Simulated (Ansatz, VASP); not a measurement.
## Cross-check of Ni (Ni(110)) between VASP and Ansatz

Wanted: the spread between two codes on one cell, functional and k mesh.

Program: Ansatz 0.2.0. Level of theory: plane waves, with VASP 6.6.1 beside it; single point at PBEsol. Results are calculated unless marked as measured.

## (1) Starting point

The cell holds 9 atoms: 9 Ni. Cell: a = 3.461 Å, b = 2.447 Å, c = 24.788 Å, α = 90.0°, β = 90.0°, γ = 90.0°. It derives from Ni. As first built, before any earlier steps moved the atoms (in the runner's words): 9 layers of fcc Ni, cut at this functional's lattice. Vacuum lies along c.

## (2) VASP: single point, PBEsol

With cell and atoms fixed, the geometry can't cause a difference; cores, projectors, grids and the points listed under the comparison can.

Lines of VASP's logs that name or quote its potential files are left out, and so is its time.

The input, INCAR:

```
SYSTEM = Ni
PREC = Normal
ENCUT = 320
EDIFF = 1E-06
NELM = 120
ISMEAR = 1
SIGMA = 0.15
LREAL = .FALSE.
ALGO = Fast
GGA = PS
NBANDS = 66
ISPIN = 2
MAGMOM = 1 1 1 1 1 1 1 1 1
LASPH = .TRUE.
LMAXMIX = 4
LORBIT = 11
LWAVE = .FALSE.
LCHARG = .TRUE.
KPAR = 4
IDIPOL = 3
LDIPOL = .TRUE.
DIPOL = 0.5 0.5 0.5
LVHAR = .TRUE.
LVACPOTAV = .TRUE.
NEDOS = 1500
```

The input, POSCAR:

```
Ni
1.0
    3.4606795448      0.0000000000      0.0000000000
    0.0000000000      2.4470699736      0.0000000000
    0.0000000000      0.0000000000     24.7882798946
Ni
9
Direct
    0.0000000000      0.0000000000      0.3056474328
    0.5000000000      0.5000000000      0.3500460974
    0.0000000000      0.0000000000      0.4009296570
    0.5000000000      0.5000000000      0.4505337769
    0.0000000000      0.0000000000      0.5000000000
    0.5000000000      0.5000000000      0.5494662231
    0.0000000000      0.0000000000      0.5990703430
    0.5000000000      0.5000000000      0.6499539026
    0.0000000000      0.0000000000      0.6943525672
```

The input, KPOINTS:

```
Automatic mesh
0
Gamma
9 12 1
0 0 0
```

PAW data sets: Ni (PBE family, release 64).

The run is started by

```bash
> mpirun -np 4 vasp_std
```

Numbers of over 12 decimals in the logs are rounded to 6 here.

What it wrote:

```text
[banner, memory and clock lines left out]
running    4 mpi-ranks, on    1 nodes
 distrk:  each k-point on    1 cores,    4 groups
 distr:  one band on    1 cores,    1 groups

 POSCAR found type information on POSCAR Ni
 POSCAR found :  1 types and       9 ions
|                                                                             |
|               ----> ADVICE to this user running VASP <----                  |
|                                                                             |
|     You enforced a specific xc type in the INCAR file but a different       |
|     [... a line on the potential file left out ...]
|     I HOPE YOU KNOW WHAT YOU ARE DOING!                                     |
|                                                                             |

 LDA part: xc-table for (Slater+PW92), standard interpolation
 POSCAR, INCAR and KPOINTS ok, starting setup
 FFT: planning ... GRIDC
 FFT: planning ... GRID_SOFT
 FFT: planning ... GRID
 WAVECAR not read
 entering main loop
       N       E                     dE             d eps       ncg     rms          rms(c)
DAV:   1     0.575951029529E+03    0.57595E+03   -0.30227E+04  9280   0.115E+03
DAV:   2    -0.881616408170E+01   -0.58477E+03   -0.54902E+03  9250   0.292E+02
DAV:   3    -0.615036596516E+02   -0.52687E+02   -0.48519E+02  9984   0.117E+02
DAV:   4    -0.625970470135E+02   -0.10934E+01   -0.10899E+01 10116   0.197E+01
DAV:   5    -0.626239484457E+02   -0.26901E-01   -0.26901E-01 14086   0.193E+00    0.321E+01
RMM:   6    -0.674452777775E+02   -0.48213E+01   -0.85699E+01 10427   0.634E+01    0.426E+01
RMM:   7    -0.712859648187E+02   -0.38407E+01   -0.22001E+01 10557   0.276E+01    0.461E+01
RMM:   8    -0.566180656551E+02    0.14668E+02   -0.92238E+00 10078   0.209E+01    0.357E+01
RMM:   9    -0.537609621285E+02    0.28571E+01   -0.62979E+00 10521   0.161E+01    0.226E+01
RMM:  10    -0.543197840127E+02   -0.55882E+00   -0.28581E+00 10605   0.108E+01    0.278E+01
RMM:  11    -0.536644534024E+02    0.65533E+00   -0.21886E+00 10418   0.950E+00    0.326E+01
RMM:  12    -0.512827197123E+02    0.23817E+01   -0.98661E-01 10476   0.642E+00    0.124E+01
RMM:  13    -0.517552250189E+02   -0.47251E+00   -0.60811E-01 10487   0.471E+00    0.172E+01
RMM:  14    -0.509260769039E+02    0.82915E+00   -0.30070E-01 10258   0.353E+00    0.486E+00
[...]
RMM:  36    -0.524243097309E+02   -0.76879E-03   -0.81573E-06  9887   0.144E-02    0.151E-02
RMM:  37    -0.524247472760E+02   -0.43755E-03   -0.40210E-06  8555   0.100E-02    0.188E-02
RMM:  38    -0.524248944538E+02   -0.14718E-03   -0.16672E-06  7804   0.708E-03    0.123E-02
RMM:  39    -0.524249193810E+02   -0.24927E-04   -0.71898E-07  7320   0.486E-03    0.654E-03
RMM:  40    -0.524249296507E+02   -0.10270E-04   -0.44472E-07  7166   0.388E-03    0.431E-03
RMM:  41    -0.524249340312E+02   -0.43805E-05   -0.24539E-07  7089   0.287E-03    0.218E-03
RMM:  42    -0.524249355862E+02   -0.15550E-05   -0.11436E-07  6919   0.188E-03    0.141E-03
RMM:  43    -0.524249363089E+02   -0.72276E-06   -0.42152E-08  6335   0.126E-03
|                                                                             |
|           W    W    AA    RRRRR   N    N  II  N    N   GGGG   !!!           |
|           W    W   A  A   R    R  NN   N  II  NN   N  G    G  !!!           |
|           W    W  A    A  R    R  N N  N  II  N N  N  G       !!!           |
|           W WW W  AAAAAA  RRRRR   N  N N  II  N  N N  G  GGG   !            |
|           WW  WW  A    A  R   R   N   NN  II  N   NN  G    G                |
|           W    W  A    A  R    R  N    N  II  N    N   GGGG   !!!           |
|                                                                             |
|     Did not find any points to average over, which means that no vacuum     |
|     field-free region was found. Please increase the size of  your cell     |
|     in the dimension of the dipole correction to obtain accurate            |
|     workfunction values.                                                    |
|                                                                             |

   1 F= -.52424936E+02 E0= -.52421044E+02  d E =-.116771E-01  mag=     5.7999
```

From OUTCAR (step 2):

```text
ion  position               nearest neighbor table
   1  0.000  0.000  0.306-   3 2.36   2 2.39   2 2.39   2 2.39   2 2.39
   2  0.500  0.500  0.350-   1 2.39   1 2.39   1 2.39   1 2.39   3 2.47   3 2.47   3 2.47   3 2.47
                             4 2.49
   3  0.000  0.000  0.401-   1 2.36   4 2.45   4 2.45   4 2.45   4 2.45   5 2.46   2 2.47   2 2.47
                             2 2.47   2 2.47
   4  0.500  0.500  0.451-   5 2.45   5 2.45   5 2.45   5 2.45   3 2.45   3 2.45   3 2.45   3 2.45
                             6 2.45   2 2.49
   5  0.000  0.000  0.500-   4 2.45   6 2.45   4 2.45   6 2.45   4 2.45   6 2.45   4 2.45   6 2.45
                             3 2.46   7 2.46
   6  0.500  0.500  0.549-   5 2.45   5 2.45   5 2.45   5 2.45   7 2.45   7 2.45   7 2.45   7 2.45
                             4 2.45   8 2.49
   7  0.000  0.000  0.599-   9 2.36   6 2.45   6 2.45   6 2.45   6 2.45   5 2.46   8 2.47   8 2.47
                             8 2.47   8 2.47
   8  0.500  0.500  0.650-   9 2.39   9 2.39   9 2.39   9 2.39   7 2.47   7 2.47   7 2.47   7 2.47
                             6 2.49
   9  0.000  0.000  0.694-   7 2.36   8 2.39   8 2.39   8 2.39   8 2.39

  LATTYP: Found a simple orthorhombic cell.
 ALAT       =     2.4470699736
 B/A-ratio  =     1.4142135624
 C/A-ratio  =    10.1297797619

 Subroutine GETGRP returns: Found  8 space group operations
 (whereof  8 operations were pure point group operations)

The static configuration has the point symmetry D_2h.

 Found     35 irreducible k-points:

   k-points           NKPTS =     35   k-points in BZ     NKDIM =     35   number of bands    NBANDS=     66

   dimension x,y,z NGX =    16 NGY =   12 NGZ =  108
   dimension x,y,z NGXF=    32 NGYF=   24 NGZF=  216

   ENCUT  =  320.0 eV  23.52 Ry    4.85 a.u.   5.05  3.57 36.16*2*pi/ulx,y,z

   NELECT =      90.0000    total number of electrons

 k-points in reciprocal lattice and weights: Automatic mesh
   0.00000000  0.00000000  0.00000000       0.009
   0.11111111  0.00000000  0.00000000       0.019
   0.22222222  0.00000000  0.00000000       0.019
   0.33333333  0.00000000  0.00000000       0.019
   0.44444444  0.00000000  0.00000000       0.019
   0.00000000  0.08333333  0.00000000       0.019
   0.11111111  0.08333333  0.00000000       0.037
   0.22222222  0.08333333  0.00000000       0.037
   0.33333333  0.08333333  0.00000000       0.037
[...]
0.33333333  0.50000000  0.00000000       0.019
   0.44444444  0.50000000  0.00000000       0.019

 dipolmoment           0.000000      0.000000      0.000000 electrons x Angstroem

 average (electrostatic) potential at core
       1 -88.9740       2 -89.2732       3 -89.2917       4 -89.2714       5 -89.2983
       6 -89.2714       7 -89.2917       8 -89.2732       9 -88.9740

 E-fermi :   1.8758

 spin component 1
 k-point     1 :       0.0000    0.0000    0.0000
  band No.  band energies     occupation
    ...
     46       1.2291      1.00000
     47       1.2956      1.00000
     48       1.3701      1.00001
     49       1.4370      1.00014
     50       1.7906      0.90530
     51       3.0777     -0.00000
     52       4.8695     -0.00000
     53       4.9296      0.00000
     54       6.2502      0.00000
     55       6.3791      0.00000
    ...

 k-point     2 :       0.1111    0.0000    0.0000
  band No.  band energies     occupation
    ...
     46       1.2569      1.00000
     47       1.2797      1.00000
     48       1.3870      1.00002
     49       1.3888      1.00002
     50       1.7915      0.90231
     51       3.0999     -0.00000
     52       4.1087     -0.00000
     53       4.8956      0.00000
     54       5.4178      0.00000
     55       6.3466      0.00000
    ...

 k-point     3 :       0.2222    0.0000    0.0000
  band No.  band energies     occupation
    ...
     46       1.2564      1.00000
     47       1.2823      1.00000
     48       1.3580      1.00001
     49       1.3702      1.00001
     50       1.8077      0.84406
     51       2.5956     -0.00000
     52       3.1580     -0.00000
     53       3.7399     -0.00000
     54       4.6402     -0.00000
     55       5.3994      0.00000
    ...

 k-point     4 :       0.3333    0.0000    0.0000
  band No.  band energies     occupation
    ...
     47       1.2990      1.00000
     48       1.3367      1.00000
     49       1.3532      1.00000
     50       1.4008      1.00004
     51       1.8605      0.58602
     52       2.2683     -0.00068
     53       3.1072     -0.00000
     54       3.1617     -0.00000
     55       4.7408     -0.00000
     56       4.8724     -0.00000
    ...

 k-point     5 :       0.4444    0.0000    0.0000
  band No.  band energies     occupation
    ...
     48       1.2691      1.00000
     49       1.3354      1.00000
     50       1.3408      1.00000
     51       1.3440      1.00000
     52       1.8370      0.71113
     53       1.9579      0.10510
     54       2.3129     -0.00015
     55       4.2151     -0.00000
     56       4.2313     -0.00000
     57       8.1673      0.00000
    ...

 k-point     6 :       0.0000    0.0833    0.0000
  band No.  band energies     occupation
    ...
     46       1.2176      1.00000
     47       1.2476      1.00000
     48       1.3215      1.00000
     49       1.4323      1.00012
     50       1.8685      0.54136
     51       3.2065     -0.00000
     52       5.0230      0.00000
     53       5.4079      0.00000
     54       6.4151      0.00000
     55       6.6032      0.00000
    ...

  Total       -1.9911784     -2.3870563     -0.7710548      0.0000000      0.0000000      0.0000000
  in kB      -15.1973056    -18.2187714     -5.8849346      0.0000000      0.0000000      0.0000000
  external PRESSURE =     -13.1003372 kB  Pullay stress =       0.0000000 kB

  energy-cutoff  :      320.00
  volume of cell :      209.92
      direct lattice vectors                 reciprocal lattice vectors
     3.460679545  0.000000000  0.000000000     0.288960589  0.000000000  0.000000000
     0.000000000  2.447069974  0.000000000     0.000000000  0.408651984  0.000000000
     0.000000000  0.000000000 24.788279895     0.000000000  0.000000000  0.040341645

 POSITION                                       TOTAL-FORCE (eV/Angst)
 -----------------------------------------------------------------------------------
      0.00000      0.00000      7.57647         0.000000      0.000000      0.027963
      1.73034      1.22353      8.67704         0.000000      0.000000      0.032765
      0.00000      0.00000      9.93836         0.000000      0.000000      0.021129
      1.73034      1.22353     11.16796         0.000000      0.000000      0.030674
      0.00000      0.00000     12.39414         0.000000      0.000000      0.000000
      1.73034      1.22353     13.62032         0.000000      0.000000     -0.030674
      0.00000      0.00000     14.84992         0.000000      0.000000     -0.021129
      1.73034      1.22353     16.11124         0.000000      0.000000     -0.032765
      0.00000      0.00000     17.21181         0.000000      0.000000     -0.027963
 -----------------------------------------------------------------------------------
    total drift:                                0.000000     -0.000000      0.000000

  FREE ENERGIE OF THE ION-ELECTRON SYSTEM (eV)
  ---------------------------------------------------
  free  energy   TOTEN  =       -52.4249363089 eV

  energy  without entropy=      -52.4132592090  energy(sigma->0) =      -52.42104394

 vacuum level on the upper side and lower side of the slab         6.482         6.482

 total charge
# of ion       s       p       d       tot
------------------------------------------
    1        0.501   0.359   8.331   9.191
    2        0.524   0.527   8.313   9.364
    3        0.521   0.544   8.326   9.391
    4        0.519   0.541   8.321   9.381
    5        0.522   0.547   8.319   9.388
    6        0.519   0.541   8.321   9.381
    7        0.521   0.544   8.326   9.391
    8        0.524   0.527   8.313   9.364
    9        0.501   0.359   8.331   9.191
--------------------------------------------------
tot          4.653   4.490  74.900  84.042

 magnetization (x)
# of ion       s       p       d       tot
------------------------------------------
    1       -0.002  -0.017   0.750   0.731
    2       -0.007  -0.026   0.662   0.629
    3       -0.007  -0.023   0.656   0.625
    4       -0.006  -0.024   0.663   0.633
    5       -0.007  -0.024   0.643   0.613
    6       -0.006  -0.024   0.663   0.633
    7       -0.007  -0.023   0.656   0.625
    8       -0.007  -0.026   0.662   0.629
    9       -0.002  -0.017   0.750   0.731
--------------------------------------------------
tot         -0.052  -0.203   6.104   5.850

[... 6 further parts left out ...]
```

The magnetic state follows from one typed start and may not be the lowest.

(Part 1 of 2 ends here.)

[Lines on the potential files, build, host, timing and source positions are cut from VASP's logs without a mark.]

[Logs are printed without paths, hosts, clocks, repeated set-up lines and the standing remarks that a program may print on its own settings, such as how far it seeks lower states.]

[Hosts, paths, dates, database ids (printed as entryN), source tags and the programs' standing remarks are cut or masked in the printed files.]
